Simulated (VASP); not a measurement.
# LiMg6Mo (Amm2) in VASP: equation of state, part 2 of 2

VASP 6.6.1. Earlier steps stand in the parts before.

## 4. Equation of state, PBE, 19.76 Å³/atom (volume scaled by 0.98)

Input file INCAR:

```
PREC = Accurate ; ENCUT = 520
EDIFF = 1E-7 ; ISMEAR = -1
SIGMA = 0.05 ; LREAL = False
LASPH = True ; NELM = 80
ALGO = Normal ; ISIF = 2
LWAVE = False ; LCHARG = False
GGA = PE ; NBANDS = 24
```

Input file KPOINTS:

```
regular mesh
0
Gamma
  6 5 5
```

Input file POSCAR:

```
LiMg6Mo
1.0
    4.3102478205      0.0000000000      0.0000000000
    0.0000000000      4.2265831395      4.3393918951
    0.0000000000     -4.2265831395      4.3393918951
Mo Mg Li
1 6 1
Direct
    0.0000000000      0.1226350000      0.1226350000
    0.5000000000      0.3540820000      0.3540820000
    0.5000000000      0.8929720000      0.8929720000
    0.5000000000      0.3674410000      0.8804880000
    0.5000000000      0.8804880000      0.3674410000
    0.0000000000      0.1282850000      0.6225930000
    0.0000000000      0.6225930000      0.1282850000
    0.0000000000      0.6315080000      0.6315080000
```

Potentials or basis: VASP PAW PBE potentials, release 64 (Mo_sv, Mg, Li_sv).

Started as:

```sh
cat potpaw_PBE.64/Mo_sv/POTCAR potpaw_PBE.64/Mg/POTCAR potpaw_PBE.64/Li_sv/POTCAR > POTCAR
mpirun -np 1 vasp_std > vasp.out
```

OUTCAR:

```text
PREC = Accurate
   ENCUT = 520
   EDIFF = 1E-7
   ISMEAR = -1
   LREAL = False
   LASPH = True
   NELM = 80
   ISIF = 2
   GGA = PE

 Found     36 irreducible k-points:

 Following reciprocal coordinates:
            Coordinates               Weight
  0.000000  0.000000  0.000000      1.000000
  0.166667  0.000000  0.000000      2.000000
  0.333333  0.000000  0.000000      2.000000
  0.500000  0.000000  0.000000      1.000000
  0.000000  0.200000  0.000000      4.000000
  0.166667  0.200000  0.000000      8.000000
   k-points           NKPTS =     36   k-points in BZ     NKDIM =     36   number of bands    NBANDS=     24
   number of dos      NEDOS =    301   number of ions     NIONS =      8
   total plane-waves  NPLWV =  73728
   dimension x,y,z NGX =    32 NGY =   48 NGZ =   48
   dimension x,y,z NGXF=    64 NGYF=   96 NGZF=   96
   ions per type =               1   6   1
   NGX,Y,Z   is equivalent  to a cutoff of  12.34, 13.17, 13.17 a.u.
   NGXF,Y,Z  is equivalent  to a cutoff of  24.68, 26.35, 26.35 a.u.
 SYSTEM =  unknown system
   PREC   = accura    normal or accurate (medium, high low for compatibility)
   ISTART =      0    job   : 0-new  1-cont  2-samecut
   ICHARG =      2    charge: 1-file 2-atom 10-const
   ISPIN  =      1    spin polarized calculation?
   LNONCOLLINEAR =      F non collinear calculations
   LSORBIT =      F    spin-orbit coupling
   LASPH  =      T    aspherical Exc in radial PAW
   ENCUT  =  520.0 eV  38.22 Ry    6.18 a.u.   8.01 11.26 11.26*2*pi/ulx,y,z
   NELM   =     80;   NELMIN=  2; NELMDL= -5     # of ELM steps
   EDIFF  = 0.1E-06   stopping-criterion for ELM
   LREAL  =      F    real-space projection
   EDIFFG = 0.1E-05   stopping-criterion for IOM
   NSW    =      0    number of steps for IOM
   IBRION =     -1    ionic relax: 0-MD 1-quasi-New 2-CG
   NFREE  =      0    steps in history (QN), initial steepest desc. (CG)
   ISIF   =      2    stress and relaxation
   ISYM   =      2    0-nonsym 1-usesym 2-fastsym
   POTIM  = 0.5000    time-step for ionic-motion
   TEBEG  =    0.0;   TEEND  =   0.0 temperature during run
   PSTRESS=    0.0 pullay stress
   NELECT =      29.0000    total number of electrons
   NUPDOWN=      -1.0000    fix difference up-down
   EMIN   =  10.00;   EMAX   =-10.00  energy-range for DOS
   EFERMI =   0.00;   METHOD = LEGACY
   ISMEAR =    -1;   SIGMA  =   0.05  broadening in eV -4-tet -1-fermi 0-gaus
   EFERMI_NEDOS =   21; number of points for ismear=-14 and -15
   IALGO  =     38    algorithm
   IMIX   =      4    mixing-type and parameters
     AMIX     =   0.40;   BMIX     =  1.00
     AMIX_MAG =   1.60;   BMIX_MAG =  1.00
  volume/ion in A,a.u.               =      19.76       133.37
  Fermi-wavevector in a.u.,A,eV,Ry     =   0.930159  1.757746 11.771710  0.865196
  Thomas-Fermi vector in A             =   2.056518
   LORBIT       =      0    0 simple, 1 ext, 2 COOP (PROOUT), +10 PAW based schemes
   GGA     = PE    functional components
   LHFCALC =     F    Hartree Fock is set to
   AEXX    =    0.0000 exact exchange contribution
   IVDW    =     0    specifies the selected vdW correction
   LEPSILON=     F    determine dielectric tensor
   LRPA    =     F    only Hartree local field effects (RPA)
 non-spin polarized calculation
  energy-cutoff  :      520.00
  volume of cell :      158.11
 maximum number of plane-waves:      4280
   NGX = 17   NGY = 23   NGZ = 23

 number of electron      28.9999994 magnetization

 Free energy of the ion-electron system (eV)
  ---------------------------------------------------
  ext. energy  EPLUGINS =         0.00000000
  ---------------------------------------------------
  free energy    TOTEN  =       -20.71410495 eV

  energy without entropy =      -20.69313339  energy(sigma->0) =      -20.70361917

 E-fermi :   3.5369     XC(G=0):  -9.1203

 val. band max:        3.5249685468   @ k =   0.0000   0.4000   0.4000
 cond. band min:       3.5850317616   @ k =   0.5000  -0.4000   0.4000
 fundamental gap:      0.0600632148
 Fermi energy:         3.5369256453

 k-point     1 :       0.0000    0.0000    0.0000
  band No.  band energies     occupation
      1     -56.7821      2.00000
      2     -42.9957      2.00000
      3     -30.9331      2.00000
      4     -30.8372      2.00000
      5     -30.8368      2.00000
      6      -3.2434      2.00000
[... 16 lines left out ...]
     23       8.2306      0.00000
     24       8.9034      0.00000

 k-point     2 :       0.1667    0.0000    0.0000
  band No.  band energies     occupation
      1     -56.7820      2.00000
      2     -42.9957      2.00000
      3     -30.9350      2.00000
      4     -30.8371      2.00000
      5     -30.8367      2.00000
      6      -3.0131      2.00000
[... 16 lines left out ...]
     23       7.1961      0.00000
     24       7.8210      0.00000

 k-point     3 :       0.3333    0.0000    0.0000
  band No.  band energies     occupation
      1     -56.7820      2.00000
      2     -42.9957      2.00000
      3     -30.9388      2.00000
      4     -30.8367      2.00000
      5     -30.8364      2.00000
      6      -2.3400      2.00000
[... 16 lines left out ...]
     23       6.3350      0.00000
     24       8.0437      0.00000

 k-point     4 :       0.5000    0.0000    0.0000
  band No.  band energies     occupation
      1     -56.7819      2.00000
      2     -42.9957      2.00000
      3     -30.9407      2.00000
      4     -30.8366      2.00000
      5     -30.8362      2.00000
      6      -1.4740      2.00000
[... 16 lines left out ...]
     23       6.3844      0.00000
     24       7.6036      0.00000

 k-point     5 :       0.0000    0.2000    0.0000
  band No.  band energies     occupation
      1     -56.7821      2.00000
      2     -42.9957      2.00000
      3     -30.9331      2.00000
      4     -30.8373      2.00000
      5     -30.8369      2.00000
      6      -3.0831      2.00000
[... 16 lines left out ...]
     23       8.0473      0.00000
     24       8.5192      0.00000

 k-point     6 :       0.1667    0.2000    0.0000
  band No.  band energies     occupation
      1     -56.7820      2.00000
      2     -42.9957      2.00000
      3     -30.9350      2.00000
      4     -30.8371      2.00000
      5     -30.8367      2.00000
      6      -2.8535      2.00000
[... 16 lines left out ...]
     23       8.2264      0.00000
     24       8.3112      0.00000

 [... further k-points ...]
[... 5 lines left out ...]
  --------------------------------------------------------------------------------------
  -------------------------------------------------------------------------------------
  Total        1.0711183      0.7811303      0.7496647      0.0000000      0.0000000      0.0000000
  in kB       10.8541919      7.9155948      7.5967372      0.0000000      0.0000000      0.0000000
  external PRESSURE =       8.7888413 kB  Pullay stress =       0.0000000 kB

 VOLUME and BASIS-vectors are now :
 -----------------------------------------------------------------------------
  energy-cutoff  :      520.00
  volume of cell :      158.11
      direct lattice vectors                 reciprocal lattice vectors
     4.310247820  0.000000000  0.000000000     0.232005221  0.000000000  0.000000000
     0.000000000  4.226583139  4.339391895     0.000000000  0.118298868  0.115223518
     0.000000000 -4.226583139  4.339391895     0.000000000 -0.118298868  0.115223518

 POSITION                                       TOTAL-FORCE (eV/Angst)
 -----------------------------------------------------------------------------------
      0.00000      0.00000      1.06432         0.000000      0.000000      0.027513
      2.15512      0.00000      3.07300         0.000000      0.000000      0.123008
      2.15512      0.00000      7.74991         0.000000      0.000000     -0.098439
      2.15512     -2.16844      5.41525         0.000000      0.054145      0.013067
      2.15512      2.16844      5.41525         0.000000     -0.054145      0.013067
      0.00000     -2.08923      3.25835         0.000000     -0.029591     -0.011838
      0.00000      2.08923      3.25835         0.000000      0.029591     -0.011838
      0.00000      0.00000      5.48072         0.000000      0.000000     -0.054540
 -----------------------------------------------------------------------------------
    total drift:                               -0.000000      0.000001      0.001046

  FREE ENERGIE OF THE ION-ELECTRON SYSTEM (eV)
  ---------------------------------------------------
  free  energy   TOTEN  =       -20.7141049456 eV

  energy  without entropy=      -20.6931333882  energy(sigma->0) =      -20.70361917
```

It took 2.3 min on 1 thread of Intel Xeon Platinum 8375C at 2.90GHz (Ice Lake), shared host; peak memory 0.34 GiB.

What came out:

* Free energy: -20.7141 eV
* Largest force: 0.123 eV/Å
* Band gap on the k mesh: none (metal or under the smearing width)

Caveat: the cutoff is under 1.25 times the usual one of these potentials, so pressure, stress and relaxed cells hold a basis-set (Pulay) error.

## 5. Equation of state, PBE, 20.57 Å³/atom (volume scaled by 1.02)

Input file INCAR:

```
SYSTEM = LiMg6Mo
ALGO = Normal
EDIFF = 1E-7
ENCUT = 520
GGA = PE
ISIF = 2
ISMEAR = -1
LASPH = .True.
LCHARG = .False.
LREAL = .False.
LWAVE = .False.
NBANDS = 24
NELM = 100
PREC = Accurate
SIGMA = 0.05
```

Input file KPOINTS:

```
k-points
0
Gamma
  6 5 5
  0 0 0
```

Changes to POSCAR since step 4:

```diff
@@ -2,5 +2,5 @@
 1.0
-    4.3102478205      0.0000000000      0.0000000000
-    0.0000000000      4.2265831395      4.3393918951
-    0.0000000000     -4.2265831395      4.3393918951
+    4.3681104004      0.0000000000      0.0000000000
+    0.0000000000      4.2833225696      4.3976457174
+    0.0000000000     -4.2833225696      4.3976457174
 Mo Mg Li
```

Started as:

```sh
cat potpaw_PBE.64/Mo_sv/POTCAR potpaw_PBE.64/Mg/POTCAR potpaw_PBE.64/Li_sv/POTCAR > POTCAR
mpirun -np 1 vasp_std > vasp.out
```

Wall time 2.5 min (1 thread of Intel Xeon Platinum 8375C at 2.90GHz (Ice Lake), shared host); peak memory 0.34 GiB.

Results (log left out):

```yaml
Free_energy: -20.7087 eV
Largest_force: 0.050 eV/Å
Band_gap_on_the_k_mesh: none (metal or under the smearing width)
```

Caveat: the cutoff is under 1.25 times the usual one of these potentials, so pressure, stress and relaxed cells hold a basis-set (Pulay) error.

## 6. Equation of state, PBE, 20.97 Å³/atom (volume scaled by 1.04)

Input file INCAR:

```
  PREC = Accurate
  ENCUT = 520
  EDIFF = 1E-7
  ISMEAR = -1
  SIGMA = 0.05
  LREAL = False
  LASPH = True
  NELM = 100
  ALGO = Normal
  ISIF = 2
  LWAVE = False
  LCHARG = False
  GGA = PE
  NBANDS = 24
```

Input file KPOINTS:

```
Automatic mesh
0
Gamma
  6 5 5
```

Changes to POSCAR since step 5:

```diff
@@ -2,5 +2,5 @@
 1.0
-    4.3681104004      0.0000000000      0.0000000000
-    0.0000000000      4.2833225696      4.3976457174
-    0.0000000000     -4.2833225696      4.3976457174
+    4.3964755485      0.0000000000      0.0000000000
+    0.0000000000      4.3111371319      4.4262026585
+    0.0000000000     -4.3111371319      4.4262026585
 Mo Mg Li
```

Potentials or basis: VASP PAW PBE potentials, release 64 (Mo_sv, Mg, Li_sv).

Started as:

```sh
cat potpaw_PBE.64/Mo_sv/POTCAR potpaw_PBE.64/Mg/POTCAR potpaw_PBE.64/Li_sv/POTCAR > POTCAR
mpirun -np 1 vasp_std > vasp.out
```

It took 2.5 min on 1 thread of Intel Xeon Platinum 8375C at 2.90GHz (Ice Lake), shared host; peak memory 0.35 GiB.

The run converged. Its results:

```yaml
Free_energy: -20.6776 eV
Largest_force: 0.094 eV/Å
Band_gap_on_the_k_mesh: none (metal or under the smearing width)
```

Caveat: the cutoff is under 1.25 times the usual one of these potentials, so pressure, stress and relaxed cells hold a basis-set (Pulay) error.

## 7. Equation of state, PBE, 21.38 Å³/atom (volume scaled by 1.06)

Input file INCAR:

```
PREC     = Accurate       # precision mode
ENCUT    = 520            # plane-wave cutoff, eV
EDIFF    = 1E-7           # SCF threshold, eV
ISMEAR   = -1             # smearing method
SIGMA    = 0.05           # smearing width, eV
LREAL    = False          # projectors in reciprocal space
LASPH    = True           # aspherical terms in the spheres
NELM     = 60             # most SCF steps
ALGO     = Normal         # electronic algorithm
ISIF     = 2              # what is computed and relaxed
LWAVE    = False          # write WAVECAR
LCHARG   = False          # write CHGCAR
GGA      = PE             # functional
NBANDS   = 24             # bands
```

Input file KPOINTS:

```
regular mesh
0
Gamma
  6 5 5
```

Changes to POSCAR since step 6:

```diff
@@ -2,5 +2,5 @@
 1.0
-    4.3964755485      0.0000000000      0.0000000000
-    0.0000000000      4.3111371319      4.4262026585
-    0.0000000000     -4.3111371319      4.4262026585
+    4.4244793325      0.0000000000      0.0000000000
+    0.0000000000      4.3385973444      4.4543957923
+    0.0000000000     -4.3385973444      4.4543957923
 Mo Mg Li
```

Started as:

```sh
cat potpaw_PBE.64/Mo_sv/POTCAR potpaw_PBE.64/Mg/POTCAR potpaw_PBE.64/Li_sv/POTCAR > POTCAR
mpirun -np 1 vasp_std > vasp.out
```

Run time: 2.6 min. Hardware: 1 thread of Intel Xeon Platinum 8375C at 2.90GHz (Ice Lake), shared host; peak memory 0.36 GiB.

Results (log left out):

```
Free energy            : -20.6299 eV
Largest force          : 0.136 eV/Å
Band gap on the k mesh : none (metal or under the smearing width)
```

Caveat: the cutoff is under 1.25 times the usual one of these potentials, so pressure, stress and relaxed cells hold a basis-set (Pulay) error.

## 8. Equation of state, PBE

Potentials or basis: VASP PAW PBE potentials, release 64 (Mo_sv, Mg, Li_sv).

No new run: the results of the series are fitted here.

What came out:

```
Equilibrium volume                        : 20.11 Å³/atom
Bulk modulus at fixed shape and positions : 51 GPa
Pressure derivative of the bulk modulus   : 4.0
```

Energy against volume, from the lowest point:
```csv
volume (Å³/atom),energy (meV/atom)
18.957,11.44
19.360,4.64
19.763,0.93
20.167,0.00
20.570,1.60
20.973,5.49
21.377,11.45
```

Caveat: the cutoff is under 1.25 times the usual one of these potentials, so pressure, stress and relaxed cells hold a basis-set (Pulay) error; the cell was scaled at fixed shape and fractional positions, which overstates the stiffness of a crystal with free parameters, most of all of layers and chains.
